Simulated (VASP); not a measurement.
VASP ran on this input.

### POSCAR
```
TaTi
1
    2.9554080000     0.0000000000     0.0000000000
    0.0000000000     2.9554080000     0.0000000000
    0.0000000000     0.0000000000     3.8736960000
Ti Ta
1 1
Direct
  0.4884600000   0.5193870000   0.5122490000
  0.0115400000  -0.0193870000  -0.0122490000
```

**INCAR**
```
SYSTEM = TaTi
PREC = Accurate
ENCUT = 300
EDIFF = 1E-6
NELM = 100
ALGO = Normal
LREAL = .FALSE.
LASPH = .TRUE.
ISMEAR = -1
SIGMA = 0.1
GGA = PE
LMAXMIX = 6
LWAVE = .FALSE.
LCHARG = .FALSE.
ISIF = 2
```

KPOINTS:
```
Automatic mesh
0
Gamma
8 8 6
0 0 0
```

POTCAR, in this order: Ti_sv Ta_pv (PBE.64 set). Program: vasp_std.

Translate this PBE calculation to Ansatz.

One equivalent input (not run):
Ansatz 0.2 input:
```yaml
crystal:
  lattice:
    - [2.9554080, 0.0000000, 0.0000000]
    - [0.0000000, 2.9554080, 0.0000000]
    - [0.0000000, 0.0000000, 3.8736960]
  atoms:
    - { symbol: Ti, position: [0.4884600, 0.5193870, 0.5122490] }
    - { symbol: Ta, position: [0.0115400, -0.0193870, -0.0122490] }
kpoints:
  mp_grid: { grid: [8, 8, 6] }
hamiltonian:
  xc: pbe
  pseudopotentials: { kind: paw }
scf:
  occupations: { method: fermi_dirac, width: 0.1 }
  max_iter: 100
output: { forces: true, stress: true, eigenvalues: true }
```
Limits of the translation: each code has its own PAW files, so the cut-off isn't converted (ENCUT is set for VASP's; basis.ecutwfc is left out, and Ansatz then takes the one that its files recommend); Ansatz stops its SCF on the density residual and VASP on the energy change (EDIFF).

The structure was generated: TaTi was put into an ordered model structure, which need not be its known phase. The cell was not relaxed at this level, atoms are displaced from their ideal sites.
